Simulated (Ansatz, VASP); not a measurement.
**One calculation of BeCl, two programs**

```
Be Cl
1.0
     3.03884    0.00000    0.00000
     0.00000    3.03884    0.00000
     0.00000    0.00000    3.03884
Be Cl
1 1
Direct
  0.00000 0.00000 0.00000
  0.50000 0.50000 0.50000
```

Alike in both runs: functional PBE; k mesh 18 × 18 × 18; occupations gaussian, width 0.1 eV; no spin polarisation.

Ansatz relaxed the structure, and its values are those at the end. VASP's run is a single point on that final structure, the one shown.

|  | VASP | Ansatz |
| --- | --- | --- |
| version | VASP 6.6.1 | Ansatz 0.2.0 |
| potentials or method | VASP PAW PBE potentials, release 64 (Be, Cl) | scalar-relativistic, plane waves, PAW |
| plane-wave cutoff (eV) | 520 | 420 |
| valence electrons in the cell | 9 | 9 |

VASP gave:

| Item | Value |
| --- | --- |
| gap on the k mesh at the Fermi level (eV) | none |
| pressure (GPa) | 0.1 |

Task: Estimate Ansatz's values.

Result: gap on the k mesh at the Fermi level (eV): none; pressure (GPa): 0.0.

A gap of «none» marks a metal or a gap that the smearing closes.

Caveats: an odd number of electrons without spin polarisation forces a metal; a magnetic or distorted state may lie lower.
